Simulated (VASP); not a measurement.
A run of VASP 6.6.1 is set up as follows.

The input INCAR:

```
ALGO = Normal ; EDIFF = 1E-6
ENCUT = 520 ; GGA = CA
ISIF = 2 ; ISMEAR = 0
LASPH = T ; LCHARG = F
LREAL = F ; LWAVE = F
NBANDS = 11 ; NELM = 100
PREC = Accurate ; SIGMA = 0.15
```

KPOINTS

```
k-points
0
Gamma
  21 21 6
```

POSCAR

```
C
1.0
    2.4887000000      0.0000000000      0.0000000000
   -1.2443500000      2.1552774224      0.0000000000
    0.0000000000      0.0000000000      7.5011000000
C
2
Direct
    0.3333333333      0.6666666667      0.0000000000
    0.6666666667      0.3333333333      0.0000000000
```

Potentials or basis: VASP PAW LDA potentials, release 64 (C).

Run with:

```console
$ cat potpaw_LDA.64/C/POTCAR > POTCAR
$ mpirun -np 1 vasp_std > vasp.out
```

Task: What does it give for the band gap on the k mesh?

Result: None (metal or under the smearing width).
